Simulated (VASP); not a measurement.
Sn2C:

```xyz
3
Lattice="0.0000 3.1000 3.1000 3.1000 0.0000 3.1000 3.1000 3.1000 0.0000" Properties=species:S:1:pos:R:3 pbc="T T T"
Sn    4.6500    4.6500    4.6500
Sn    1.5500    1.5500    1.5500
C     0.0000    0.0000    0.0000
```

The cell was built by a generator and needn't be a form met in nature.

* Program: VASP 6.6.1
* Task: relaxation of cell and atoms
* Functional: PBE
* Potentials or basis: VASP PAW PBE potentials, release 64 (Sn_d, C)
* Cutoff: 520 eV
* k mesh: 6 × 6 × 6
* Occupations: gaussian, width 0.15 eV
* Spin: no spin polarisation

At the start: pressure 4.8 GPa; volume 19.86 Å³/atom.

How do energy, volume and symmetry change on relaxing?

Over 3 steps the energy falls by 19.9 meV/atom and the volume is 21.26 Å³/atom (+7.0 %); space group Fm-3m (No. 225, to 0.05 Å).

Step by step:
```csv
step,energy change (eV),largest force (eV/Å),pressure (GPa),volume (Å³)
1,0.0000,0.0000,4.84,59.58
2,-0.0562,0.0000,-1.03,64.90
3,-0.0596,0.0000,0.37,63.78
```

Final structure:
```
Sn C
1.0
     0.00000    3.17109    3.17109
     3.17109    0.00000    3.17109
     3.17109    3.17109    0.00000
Sn C
2 1
Direct
  0.75000 0.75000 0.75000
  0.25000 0.25000 0.25000
  0.00000 0.00000 0.00000
```
